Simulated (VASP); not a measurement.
Level of theory: MS2 meta-GGA, VASP's PBE PAW potentials (set 64) (plane waves; VASP).

VASP ran on this input.

**INCAR**
```
SYSTEM = GdN
PREC = Accurate
ENCUT = 520
EDIFF = 1E-6
NELM = 100
ALGO = Normal
LREAL = .FALSE.
LASPH = .TRUE.
ISMEAR = 1
SIGMA = 0.1
METAGGA = MS2
LMIXTAU = .TRUE.
LMAXMIX = 6
LWAVE = .FALSE.
LCHARG = .FALSE.
IBRION = 2
ISIF = 3
NSW = 60
EDIFFG = -0.01
```

**KPOINTS**
```
Regular mesh
0
gamma
  12 12 12
```

### POSCAR
```
GdN
1
   -0.0000000000     2.4662803207     2.4662803207
    2.4662803207    -0.0000000000     2.4662803207
    2.4662803207     2.4662803207     0.0000000000
Gd N
1 1
Direct
  0.0000000000   0.0000000000   0.0000000000
  0.5000000000   0.5000000000   0.5000000000
```

POTCAR, in this order: Gd_3 N (PBE.64 set). Program: vasp_std.

Output of the run:

OUTCAR:
```
 ion  position               nearest neighbor table
   1  0.000  0.000  0.000-   2 2.47   2 2.47   2 2.47   2 2.47   2 2.47   2 2.47
   2  0.500  0.500  0.500-   1 2.47   1 2.47   1 2.47   1 2.47   1 2.47   1 2.47
  LATTYP: Found a face centered cubic cell.
 ALAT       =     4.9325606414
 Subroutine PRICEL returns:
 Original cell was already a primitive cell.
 Subroutine GETGRP returns: Found 48 space group operations
The static configuration has the point symmetry O_h .
The dynamic configuration has the point symmetry O_h .
 Subroutine INISYM returns: Found 48 space group operations
 Subroutine IBZKPT returns following result:
 Found     72 irreducible k-points:

 Following reciprocal coordinates:
            Coordinates               Weight
  0.000000  0.000000  0.000000      1.000000
  0.083333  0.000000  0.000000      8.000000
  0.166667  0.000000  0.000000      8.000000
  0.250000  0.000000  0.000000      8.000000
  0.333333  0.000000  0.000000      8.000000
  0.416667  0.000000  0.000000      8.000000
  0.500000  0.000000  0.000000      4.000000
  0.083333  0.083333  0.000000      6.000000
  0.166667  0.083333  0.000000     24.000000
  0.250000  0.083333  0.000000     24.000000
  0.333333  0.083333  0.000000     24.000000
  0.416667  0.083333  0.000000     24.000000
  0.500000  0.083333  0.000000     24.000000
 -0.416667  0.083333  0.000000     24.000000
 -0.333333  0.083333  0.000000     24.000000
 -0.250000  0.083333  0.000000     24.000000
 -0.166667  0.083333  0.000000     24.000000
 -0.083333  0.083333  0.000000     12.000000
  0.166667  0.166667  0.000000      6.000000
  0.250000  0.166667  0.000000     24.000000
  0.333333  0.166667  0.000000     24.000000
  0.416667  0.166667  0.000000     24.000000
  0.500000  0.166667  0.000000     24.000000
 -0.416667  0.166667  0.000000     24.000000
 -0.333333  0.166667  0.000000     24.000000
 -0.250000  0.166667  0.000000     24.000000
 -0.166667  0.166667  0.000000     12.000000
  0.250000  0.250000  0.000000      6.000000
  0.333333  0.250000  0.000000     24.000000
  0.416667  0.250000  0.000000     24.000000
  0.500000  0.250000  0.000000     24.000000
 -0.416667  0.250000  0.000000     24.000000
 -0.333333  0.250000  0.000000     24.000000
 -0.250000  0.250000  0.000000     12.000000
  0.333333  0.333333  0.000000      6.000000
  0.416667  0.333333  0.000000     24.000000
  0.500000  0.333333  0.000000     24.000000
 -0.416667  0.333333  0.000000     24.000000
 -0.333333  0.333333  0.000000     12.000000
  0.416667  0.416667  0.000000      6.000000
   k-points           NKPTS =     72   k-points in BZ     NKDIM =     72   number of bands    NBANDS=     11
   number of dos      NEDOS =    301   number of ions     NIONS =      2
   total plane-waves  NPLWV =  21952
   dimension x,y,z NGX =    28 NGY =   28 NGZ =   28
   dimension x,y,z NGXF=    56 NGYF=   56 NGZF=   56
   ions per type =               1   1
   PREC   = accura    normal or accurate (medium, high low for compatibility)
   ISTART =      0    job   : 0-new  1-cont  2-samecut
   ICHARG =      2    charge: 1-file 2-atom 10-const
   ISPIN  =      1    spin polarized calculation?
   LNONCOLLINEAR =      F non collinear calculations
   LSORBIT =      F    spin-orbit coupling
   INIWAV =      1    electr: 0-lowe 1-rand  2-diag
   ENCUT  =  520.0 eV  38.22 Ry    6.18 a.u.   6.49  6.49  6.49*2*pi/ulx,y,z
   NELM   =    100;   NELMIN=  2; NELMDL= -5     # of ELM steps
   EDIFF  = 0.1E-05   stopping-criterion for ELM
   LREAL  =      F    real-space projection
   NLSPLINE    = F    spline interpolate recip. space projectors
   LMAXMIX     =    6 max onsite mixed and CHGCAR
...
```

**OSZICAR**
```
       N       E                     dE             d eps       ncg     rms          rms(c)
DAV:   1     0.455319659998E+02    0.45532E+02   -0.68448E+03  1592   0.119E+03
DAV:   2    -0.143509800630E+02   -0.59883E+02   -0.55618E+02  2114   0.238E+02
DAV:   3    -0.173516943776E+02   -0.30007E+01   -0.29745E+01  2107   0.449E+01
DAV:   4    -0.173944405265E+02   -0.42746E-01   -0.42671E-01  2032   0.502E+00
DAV:   5    -0.173952501829E+02   -0.80966E-03   -0.80944E-03  2076   0.575E-01    0.316E+01
DAV:   6    -0.483670384897E+01    0.12559E+02   -0.29394E+01  1876   0.398E+01    0.284E+01
DAV:   7    -0.590204398118E+01   -0.10653E+01   -0.70967E+00  1880   0.197E+01    0.161E+01
DAV:   8    -0.603027023670E+01   -0.12823E+00   -0.13124E+00  1843   0.119E+01    0.140E+00
DAV:   9    -0.582481505651E+01    0.20546E+00   -0.51854E-01  1739   0.843E+00    0.108E+00
DAV:  10    -0.596879415822E+01   -0.14398E+00   -0.10298E-01  1686   0.370E+00    0.336E-01
DAV:  11    -0.596785819079E+01    0.93597E-03   -0.51590E-03  2095   0.950E-01    0.180E-01
DAV:  12    -0.597026261990E+01   -0.24044E-02   -0.41071E-03  1689   0.778E-01    0.125E-01
DAV:  13    -0.597071441041E+01   -0.45179E-03   -0.40468E-04  1740   0.248E-01    0.225E-02
DAV:  14    -0.597070989734E+01    0.45131E-05   -0.23041E-05  1936   0.660E-02    0.127E-02
DAV:  15    -0.597069511463E+01    0.14783E-04   -0.18957E-05  1775   0.554E-02    0.487E-03
DAV:  16    -0.597070815473E+01   -0.13040E-04   -0.24529E-06  1844   0.211E-02    0.437E-03
DAV:  17    -0.597070547755E+01    0.26772E-05   -0.61717E-07  1029   0.661E-03    0.296E-03
DAV:  18    -0.597070638680E+01   -0.90925E-06   -0.11408E-07   963   0.454E-03
   1 F= -.59707064E+01 E0= -.59707196E+01  d E =-.597071E+01
       N       E                     dE             d eps       ncg     rms          rms(c)
DAV:   1    -0.597071517461E+01   -0.96971E-05   -0.25594E-03  1608   0.475E-01    0.127E-01
DAV:   2    -0.597070297792E+01    0.12197E-04   -0.27764E-04  1787   0.146E-01    0.568E-02
DAV:   3    -0.597070775758E+01   -0.47797E-05   -0.32286E-05  1851   0.613E-02    0.351E-02
DAV:   4    -0.597069174810E+01    0.16009E-04   -0.22558E-05  1895   0.476E-02    0.109E-02
DAV:   5    -0.597069694466E+01   -0.51966E-05   -0.54049E-07  1204   0.979E-03    0.102E-02
DAV:   6    -0.597069206827E+01    0.48764E-05   -0.16146E-06  1659   0.160E-02    0.349E-03
DAV:   7    -0.597070642325E+01   -0.14355E-04   -0.58343E-06  1641   0.295E-02    0.191E-03
DAV:   8    -0.597070452948E+01    0.18938E-05   -0.18018E-07   885   0.486E-03    0.118E-03
DAV:   9    -0.597070465368E+01   -0.12420E-06   -0.79450E-09   855   0.105E-03
   2 F= -.59707047E+01 E0= -.59707190E+01  d E =0.173312E-05
       N       E                     dE             d eps       ncg     rms          rms(c)
DAV:   1    -0.597072134122E+01   -0.16812E-04   -0.78500E-04  1596   0.263E-01    0.702E-02
DAV:   2    -0.597072571976E+01   -0.43785E-05   -0.83247E-05  1796   0.792E-02    0.317E-02
DAV:   3    -0.597071411051E+01    0.11609E-04   -0.96615E-06  1860   0.335E-02    0.194E-02
DAV:   4    -0.597072016989E+01   -0.60594E-05   -0.67139E-06  1883   0.259E-02    0.610E-03
DAV:   5    -0.597071919994E+01    0.96995E-06   -0.12989E-07   951   0.482E-03
   3 F= -.59707192E+01 E0= -.59707329E+01  d E =-.128131E-04
```

### OUTCAR
```
------------------------ aborting loop because EDIFF is reached ----------------------------------------
  FORCE on cell =-STRESS in cart. coord.  units (eV):
  Direction    XX          YY          ZZ          XY          YZ          ZX
  --------------------------------------------------------------------------------------
  Total       -0.0047519     -0.0047519     -0.0047519      0.0000000     -0.0000000      0.0000000
  in kB       -0.2539436     -0.2539436     -0.2539436      0.0000000     -0.0000000      0.0000000
  external PRESSURE =      -0.2539436 kB  Pullay stress =       0.0000000 kB
  volume of cell :       29.98
      direct lattice vectors                 reciprocal lattice vectors
    -0.000000000  2.465686388  2.465686388    -0.202783291  0.202783291  0.202783291
     2.465686388  0.000000000  2.465686388     0.202783291 -0.202783291  0.202783291
     2.465686388  2.465686388  0.000000000     0.202783291  0.202783291 -0.202783291
 POSITION                                       TOTAL-FORCE (eV/Angst)
 -----------------------------------------------------------------------------------
      0.00000      0.00000      0.00000        -0.000000     -0.000000     -0.000000
      2.46569      2.46569      2.46569         0.000000      0.000000      0.000000
 -----------------------------------------------------------------------------------
    total drift:                                0.000000      0.000000      0.000000
  FREE ENERGIE OF THE ION-ELECTRON SYSTEM (eV)
  ---------------------------------------------------
  free  energy   TOTEN  =        -5.9707191999 eV

  energy  without entropy=       -5.9707602705  energy(sigma->0) =       -5.97073289

 reached required accuracy - stopping structural energy minimisation
```
(Selected blocks of OUTCAR.)

### CONTCAR
```
GdN
   1.00000000000000
    -0.0000000000000000    2.4656863877067186    2.4656863877067186
     2.4656863877067186    0.0000000000000000    2.4656863877067186
     2.4656863877067186    2.4656863877067186    0.0000000000000000
  Gd              N
     1     1
Direct
     0.0000000000000000    0.0000000000000000    0.0000000000000000
     0.5000000000000000    0.5000000000000000    0.5000000000000000
```

The 4f electrons are frozen in the core of the lanthanide potential, so 4f levels, which can set the real gap, and their magnetism are missing.

The compound is GdN in the rock salt structure. This run relaxes it. Symmetry was kept, so distortions that lower it aren't found. The start is the result of an earlier pass.
